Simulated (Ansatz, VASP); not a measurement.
# Pb2SeO: VASP beside Ansatz, part 2 of 3

Wanted: the spread between two codes on one cell, functional and k mesh. The cell is generated by rule, not measured, and may not be a known phase. The cell is taken from a series of runs on this material, whose earlier steps may have relaxed, scaled, displaced or heated it; both programs get it as it stands.

VASP 6.6.1 and Ansatz 0.2.0.

So far: The starting structure; Ansatz: zone-centre phonons, PBEsol.

### Step 3. VASP: zone-centre phonons, PBEsol

Level of this step: PBEsol; plane waves and PAW (Pb_d, Se, O); invented cell (VASP).

The same cell, functional and mesh now go to VASP, with its own data sets.

Lines of VASP's logs that name or quote its potential files are left out, and so is its time.

The input, INCAR:

```
SYSTEM = Pb2SeO
PREC = Accurate
ENCUT = 600
EDIFF = 1E-08
NELM = 120
ISMEAR = 0
SIGMA = 0.01
LREAL = .FALSE.
ALGO = Normal
GGA = PS
NBANDS = 26
LORBIT = 11
LWAVE = .FALSE.
LCHARG = .FALSE.
ISIF = 2
IBRION = 8
LEPSILON = .TRUE.
LASPH = .TRUE.
GGA_COMPAT = .FALSE.
EFERMI = MIDGAP
KPAR = 2
```

The input, POSCAR:

```
Pb2SeO
1.0
    1.8641447281     -6.5120773025      0.0000000000
    1.8641447281      6.5120773025      0.0000000000
    0.0000000000      0.0000000000      3.8663254647
Pb Se O
2 1 1
Direct
    0.6057161026      0.3942838974      0.7500000000
    0.3232056694      0.6767943306      0.2500000000
    0.9214061829      0.0785938171      0.7500000000
    0.1496720452      0.8503279548      0.2500000000
```

The input, KPOINTS:

```
Automatic mesh
0
Gamma
8 8 8
0 0 0
```

PAW data sets: Pb_d, Se and O (PBE family, release 64).

Started as:

```
$ mpirun -np 2 vasp_std
```

The program printed:

```text
[banner, memory and clock lines left out]
running    2 mpi-ranks, on    1 nodes
 distrk:  each k-point on    1 cores,    2 groups
 distr:  one band on    1 cores,    1 groups

 POSCAR found type information on POSCAR PbSeO
 POSCAR found :  3 types and       4 ions
|                                                                             |
|               ----> ADVICE to this user running VASP <----                  |
|                                                                             |
|     You enforced a specific xc type in the INCAR file but a different       |
|     [... a line on the potential file left out ...]
|     I HOPE YOU KNOW WHAT YOU ARE DOING!                                     |
|                                                                             |

 LDA part: xc-table for (Slater+PW92), standard interpolation
 POSCAR, INCAR and KPOINTS ok, starting setup
 FFT: planning ... GRIDC
 FFT: planning ... GRID_SOFT
 FFT: planning ... GRID
 WAVECAR not read
 entering main loop
       N       E                     dE             d eps       ncg     rms          rms(c)
DAV:   1     0.457323815032E+03    0.45732E+03   -0.21239E+04  5460   0.191E+03
DAV:   2     0.369734407289E+02   -0.42035E+03   -0.41027E+03  5512   0.467E+02
DAV:   3    -0.193092515668E+02   -0.56283E+02   -0.54770E+02  7528   0.183E+02
DAV:   4    -0.218800311944E+02   -0.25708E+01   -0.25580E+01  6548   0.391E+01
DAV:   5    -0.219494850890E+02   -0.69454E-01   -0.69389E-01  6732   0.679E+00    0.909E+00
DAV:   6    -0.198318653974E+02    0.21176E+01   -0.15901E+01  8122   0.291E+01    0.697E+00
DAV:   7    -0.193117815325E+02    0.52008E+00   -0.53537E+00  6806   0.128E+01    0.220E+00
DAV:   8    -0.192928367559E+02    0.18945E-01   -0.62936E-01  5968   0.486E+00    0.976E-01
DAV:   9    -0.192837326380E+02    0.91041E-02   -0.71460E-02  7964   0.206E+00    0.437E-01
DAV:  10    -0.192830800418E+02    0.65260E-03   -0.19430E-02  7214   0.111E+00    0.848E-02
DAV:  11    -0.192832696740E+02   -0.18963E-03   -0.12659E-03  7408   0.248E-01    0.335E-02
DAV:  12    -0.192832999038E+02   -0.30230E-04   -0.12247E-04  7154   0.110E-01    0.140E-02
DAV:  13    -0.192832977030E+02    0.22009E-05   -0.17697E-05  7968   0.294E-02    0.875E-03
DAV:  14    -0.192832977264E+02   -0.23415E-07   -0.13746E-05  7440   0.231E-02    0.493E-03
DAV:  15    -0.192832973835E+02    0.34287E-06   -0.20773E-06  7672   0.103E-02    0.117E-03
DAV:  16    -0.192832973735E+02    0.10075E-07   -0.28309E-07  5750   0.325E-03    0.465E-04
DAV:  17    -0.192832973705E+02    0.29158E-08   -0.14360E-08  4288   0.117E-03
   1 F= -.19283297E+02 E0= -.19283297E+02  d E =-.467405-135
 Linear response reoptimize wavefunctions to high precision
DAV:   1    -0.192832973671E+02    0.34811E-08   -0.43669E-09  4604   0.481E-04
DAV:   2    -0.192832973671E+02   -0.29104E-10   -0.41108E-10  2828   0.188E-04
 Linear response G [H, r] |phi>, progress :
  Direction:   1
       N       E                     dE             d eps       ncg     rms
RMM:   1    -0.153040598809E+03   -0.15304E+03    0.34401E+02  8310   0.159E+02
RMM:   2    -0.157352624455E+03   -0.43120E+01   -0.41361E+01  8975   0.401E+01
RMM:   3    -0.157931524536E+03   -0.57890E+00   -0.38266E+00  9439   0.148E+01
RMM:   4    -0.158028774969E+03   -0.97250E-01   -0.76685E-01  9461   0.587E+00
RMM:   5    -0.158048121419E+03   -0.19346E-01   -0.20545E-01  9589   0.243E+00
RMM:   6    -0.158046892402E+03    0.12290E-02   -0.24649E-02  9674   0.105E+00
RMM:   7    -0.158048642114E+03   -0.17497E-02   -0.30827E-03  9531   0.338E-01
RMM:   8    -0.158048231733E+03    0.41038E-03    0.57240E-03  9601   0.148E-01
RMM:   9    -0.158048838830E+03   -0.60710E-03    0.20975E-04  9806   0.682E-02
RMM:  10    -0.158048820104E+03    0.18727E-04    0.54229E-04  9954   0.326E-02
RMM:  11    -0.158048849955E+03   -0.29852E-04    0.34728E-04  9607   0.122E-02
RMM:  12    -0.158048878463E+03   -0.28508E-04    0.13441E-04  9122   0.598E-03
RMM:  13    -0.158048873961E+03    0.45022E-05    0.12637E-04  7812   0.340E-03
RMM:  14    -0.158048880415E+03   -0.64541E-05    0.58369E-05  6984   0.207E-03
RMM:  15    -0.158048885944E+03   -0.55283E-05    0.10815E-05  6495   0.148E-03
RMM:  16    -0.158048886633E+03   -0.68960E-06   -0.24893E-05  6230   0.115E-03
RMM:  17    -0.158048887009E+03   -0.37563E-06   -0.62143E-06  5880   0.970E-04
RMM:  18    -0.158048887649E+03   -0.64047E-06   -0.22181E-05  5758   0.876E-04
RMM:  19    -0.158048886469E+03    0.11799E-05    0.12415E-05  5451   0.827E-04
RMM:  20    -0.158048887507E+03   -0.10372E-05   -0.14563E-05  5365   0.794E-04
RMM:  21    -0.158048886547E+03    0.95932E-06    0.67275E-06  5117   0.779E-04
RMM:  22    -0.158048887174E+03   -0.62678E-06    0.38243E-06  4989   0.764E-04
 Linear response G [H, r] |phi>, progress :
  Direction:   2
[...]
first order change of Fermi-energy  -0.57537E-05
 force on displaced ion       2 direction 3 :   0.000   0.007  -4.266
 Born effective charge ion    2 direction 3 :   0.000   0.003   2.774
 Linear response progress:
  Degree of freedom:   7/ 12
       N       E                     dE             d eps       ncg     rms          rms(c)
RMM:   1    -0.824233355899E-01   -0.82423E-01    0.53241E-02 18316   0.103E+00
[...]
Born effective charge ion    3 direction 2 :   0.000  -2.733   0.000
 Linear response progress:
  Degree of freedom:   9/ 12
       N       E                     dE             d eps       ncg     rms          rms(c)
RMM:   1    -0.841175948854E-01   -0.84118E-01    0.47778E-02 16208   0.100E+00
RMM:   2    -0.831657767377E-01    0.95182E-03   -0.14877E-03 11957   0.300E-01    0.704E-02
RMM:   3    -0.835710784864E-01   -0.40530E-03   -0.61564E-04 13863   0.127E-01    0.265E-02
RMM:   4    -0.838106500500E-01   -0.23957E-03   -0.61191E-05 13126   0.452E-02    0.998E-03
RMM:   5    -0.839190458668E-01   -0.10840E-03   -0.15556E-05 14136   0.230E-02    0.410E-03
RMM:   6    -0.839060455309E-01    0.13000E-04   -0.14254E-06 13687   0.745E-03    0.877E-04
RMM:   7    -0.839105674067E-01   -0.45219E-05   -0.14124E-07 13769   0.235E-03    0.509E-04
RMM:   8    -0.839123428045E-01   -0.17754E-05   -0.31688E-08 13690   0.102E-03    0.202E-04
RMM:   9    -0.839125116509E-01   -0.16885E-06   -0.93672E-09 14343   0.494E-04    0.383E-05
RMM:  10    -0.839120385577E-01    0.47309E-06    0.20591E-08 14013   0.169E-04    0.252E-05
RMM:  11    -0.839120528084E-01   -0.14251E-07   -0.23840E-08 14088   0.689E-05    0.633E-06
RMM:  12    -0.839120351848E-01    0.17624E-07   -0.87384E-09 14501   0.316E-05    0.155E-06
RMM:  13    -0.839120469650E-01   -0.11780E-07   -0.89043E-09 12420   0.142E-05    0.562E-07
RMM:  14    -0.839120482969E-01   -0.13319E-08   -0.34724E-09  8747   0.764E-06    0.197E-07
 first order change of Fermi-energy   0.49751E-03
 force on displaced ion       3 direction 3 :   0.000  -0.001  -3.097
 Born effective charge ion    3 direction 3 :   0.000  -0.002  -2.712
 Linear response progress:
  Degree of freedom:  10/ 12
       N       E                     dE             d eps       ncg     rms          rms(c)
RMM:   1    -0.370751177496E+00   -0.37075E+00    0.34837E-01 17536   0.275E+00
RMM:   2    -0.362813349058E+00    0.79378E-02   -0.22283E-02 13582   0.993E-01    0.760E-02
RMM:   3    -0.363581229224E+00   -0.76788E-03   -0.20568E-03 14726   0.265E-01    0.463E-02
RMM:   4    -0.364632154155E+00   -0.10509E-02   -0.38828E-04 13672   0.113E-01    0.105E-02
RMM:   5    -0.364540481653E+00    0.91673E-04   -0.39332E-05 15573   0.447E-02    0.331E-03
RMM:   6    -0.364529691269E+00    0.10790E-04   -0.56428E-06 15285   0.145E-02    0.154E-03
RMM:   7    -0.364514939411E+00    0.14752E-04   -0.89701E-07 15503   0.535E-03    0.633E-04
RMM:   8    -0.364515410387E+00   -0.47098E-06   -0.10210E-07 15738   0.208E-03    0.174E-04
RMM:   9    -0.364519421032E+00   -0.40106E-05   -0.20955E-08 15499   0.839E-04    0.767E-05
RMM:  10    -0.364518818813E+00    0.60222E-06   -0.19927E-09 15628   0.329E-04    0.303E-05
RMM:  11    -0.364519399502E+00   -0.58069E-06   -0.80541E-10 15619   0.124E-04    0.697E-06
RMM:  12    -0.364519458512E+00   -0.59010E-07   -0.28587E-10 16299   0.539E-05    0.199E-06
RMM:  13    -0.364519495840E+00   -0.37328E-07   -0.28879E-10 15783   0.244E-05    0.719E-07
RMM:  14    -0.364519478175E+00    0.17665E-07    0.16140E-10 12854   0.120E-05    0.297E-07
RMM:  15    -0.364519485131E+00   -0.69564E-08    0.59445E-10 10343   0.726E-06    0.885E-08
 first order change of Fermi-energy   0.25941E-04
 force on displaced ion       4 direction 1 :   1.716  -0.002   0.000
 Born effective charge ion    4 direction 1 :  -2.702  -0.002   0.000
 Linear response progress:
  Degree of freedom:  11/ 12
       N       E                     dE             d eps       ncg     rms          rms(c)
RMM:   1    -0.379037684327E+00   -0.37904E+00    0.44936E-01 10793   0.332E+00
RMM:   2    -0.373205959900E+00    0.58317E-02   -0.11228E-02  7912   0.679E-01    0.872E-02
RMM:   3    -0.374000131729E+00   -0.79417E-03   -0.20889E-03  9252   0.305E-01    0.506E-02
RMM:   4    -0.374818497281E+00   -0.81837E-03   -0.47412E-04  8782   0.126E-01    0.226E-02
RMM:   5    -0.374927677226E+00   -0.10918E-03   -0.67513E-05  9696   0.605E-02    0.915E-03
RMM:   6    -0.374913605811E+00    0.14071E-04   -0.11500E-05  8655   0.247E-02    0.291E-03
RMM:   7    -0.374937467333E+00   -0.23862E-04   -0.23235E-06  9338   0.113E-02    0.131E-03
RMM:   8    -0.374919267345E+00    0.18200E-04   -0.55216E-07  8618   0.432E-03    0.310E-04
RMM:   9    -0.374921095242E+00   -0.18279E-05   -0.16456E-07  9382   0.173E-03    0.150E-04
RMM:  10    -0.374922107058E+00   -0.10118E-05   -0.18803E-09  9197   0.751E-04    0.403E-05
RMM:  11    -0.374921895051E+00    0.21201E-06    0.17271E-09  9586   0.299E-04    0.168E-05
RMM:  12    -0.374921895818E+00   -0.76663E-09    0.64284E-09  9828   0.119E-04    0.557E-06
 first order change of Fermi-energy  -0.10149E+01
 force on displaced ion       4 direction 2 :   0.000  -6.962   0.000
 Born effective charge ion    4 direction 2 :   0.000  -3.616   0.000
 Linear response progress:
  Degree of freedom:  12/ 12
       N       E                     dE             d eps       ncg     rms          rms(c)
RMM:   1    -0.371770133836E+00   -0.37177E+00    0.36632E-01 15904   0.279E+00
RMM:   2    -0.363810906130E+00    0.79592E-02   -0.21591E-02 11982   0.103E+00    0.775E-02
RMM:   3    -0.364533173260E+00   -0.72227E-03   -0.19407E-03 12927   0.268E-01    0.465E-02
RMM:   4    -0.365537880890E+00   -0.10047E-02   -0.39766E-04 12208   0.117E-01    0.107E-02
RMM:   5    -0.365486656617E+00    0.51224E-04   -0.38489E-05 13824   0.451E-02    0.335E-03
RMM:   6    -0.365463081972E+00    0.23575E-04   -0.52009E-06 13545   0.143E-02    0.176E-03
RMM:   7    -0.365451623546E+00    0.11458E-04   -0.81712E-07 14088   0.538E-03    0.104E-03
RMM:   8    -0.365446997451E+00    0.46261E-05   -0.12294E-07 13492   0.232E-03    0.118E-04
RMM:   9    -0.365446901558E+00    0.95893E-07   -0.18868E-08 14555   0.878E-04    0.553E-05
RMM:  10    -0.365447021439E+00   -0.11988E-06   -0.28284E-09 13470   0.304E-04    0.148E-05
RMM:  11    -0.365446788086E+00    0.23335E-06   -0.20084E-10 14223   0.119E-04    0.733E-06
RMM:  12    -0.365446873701E+00   -0.85615E-07   -0.25003E-09 14228   0.497E-05    0.169E-06
RMM:  13    -0.365446852157E+00    0.21544E-07    0.19826E-09 13774   0.223E-05    0.474E-07
RMM:  14    -0.365446853213E+00   -0.10565E-08    0.41977E-10 10846   0.108E-05    0.167E-07
 first order change of Fermi-energy   0.78078E-03
 force on displaced ion       4 direction 3 :   0.000   0.002   1.484
 Born effective charge ion    4 direction 3 :   0.000   0.002  -2.903
 Born effective charges drift removed
 Linear response finished
```

(Part 2 of 3 ends here.)

[Lines on the potential files, build, host, timing and source positions are cut from VASP's logs without a mark.]

[Logs are printed without paths, hosts, clocks, repeated set-up lines and the standing remarks that a program may print on its own settings, such as how far it seeks lower states.]

[Hosts, paths, dates, database ids (printed as entryN), source tags and the programs' standing remarks are cut or masked in the printed files.]
